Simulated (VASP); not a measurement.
Crystal: Ti2BN.

```
Ti B N
1.0
     4.24754    0.00000    0.00000
     0.00000    4.24754    0.00000
     0.00000    0.00000    3.16291
Ti B N
2 1 1
Direct
  0.50000 0.00000 0.50000
  0.00000 0.50000 0.50000
  0.50000 0.50000 0.00000
  0.00000 0.00000 0.00000
```

The cell was built by a generator and needn't be a form met in nature.

| Quantity | Value |
| --- | --- |
| Program | VASP 6.6.1 |
| Task | relaxation of cell and atoms |
| Functional | PBE |
| Potentials or basis | VASP PAW PBE potentials, release 64 (Ti_sv, B, N) |
| Cutoff | 520 eV |
| k mesh | 4 × 4 × 5 |
| Occupations | gaussian, width 0.15 eV |
| Spin | no spin polarisation |

At the start: pressure -32.9 GPa; volume 14.27 Å³/atom.

Where does the relaxation end?

Over 9 steps the energy falls by 580.3 meV/atom and the volume is 10.26 Å³/atom (-28.1 %); space group P4/mmm (No. 123, to 0.05 Å).

Step by step:
```
step  energy change (eV)  largest force (eV/Å)  pressure (GPa)  volume (Å³)
   1              0.0000                0.0000          -32.87        57.06
   2             -1.7825                0.0000           31.69        36.13
   3             -2.2065                0.0000            2.94        41.00
   4             -2.1975                0.0000           -3.04        41.75
   5             -2.2047                0.0000           -1.29        41.32
   6             -2.2456                0.0000           -1.17        41.30
   7             -2.3005                0.0000           -1.03        41.22
   8             -2.3126                0.0000            0.26        40.93
   9             -2.3212                0.0000           -0.22        41.05
```

Final structure:
```xyz
4
Lattice="3.9961 0.0000 0.0000 0.0000 3.9961 0.0000 0.0000 0.0000 2.5707" Properties=species:S:1:pos:R:3 pbc="T T T"
Ti    1.9981    0.0000    1.2854
Ti    0.0000    1.9981    1.2854
B     1.9981    1.9981    0.0000
N     0.0000    0.0000    0.0000
```

Caveat: the k mesh is coarse (spacing up to 0.40 Å⁻¹), so the values aren't converged; the volume moved by over 15 % at a fixed basis, so the end points are rough.
